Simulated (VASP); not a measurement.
Given:

```yaml
crystal:
  lattice:
    - [4.22730, 0.00000, 0.00000]
    - [0.00000, 4.22730, 0.00000]
    - [0.00000, 0.00000, 4.22730]
  atoms:
    - { symbol: Cs, position: [0.00000, 0.00000, 0.00000] }
    - { symbol: Br, position: [0.50000, 0.50000, 0.50000] }
```

Method: optB86b-vdW, VASP's PBE PAW potentials (set 64) (plane waves; VASP). Run with 520 eV cut-off, 6×6×6 Γ-centred mesh, Gaussian smearing of 0.050 eV, potentials Cs_sv Br.

Unless said otherwise, spin-orbit coupling is left out, though it shifts the bands of the heavy elements here.

**Question.** What does the run give for the energy per atom (σ→0), band gap (on the k-mesh) with the smallest direct gap where there is one?

**Answer.** 
```yaml
band gap (on the k-mesh): 4.63 eV
smallest direct gap (on the k-mesh): 4.63 eV
energy per atom (σ→0): -0.849 eV/atom
```

The absolute energy has meaning only against runs of the same code, potentials and settings.

The compound is CsBr in the CsCl type structure. This cell is one point of a volume scan, at 0.97 of the reference volume.
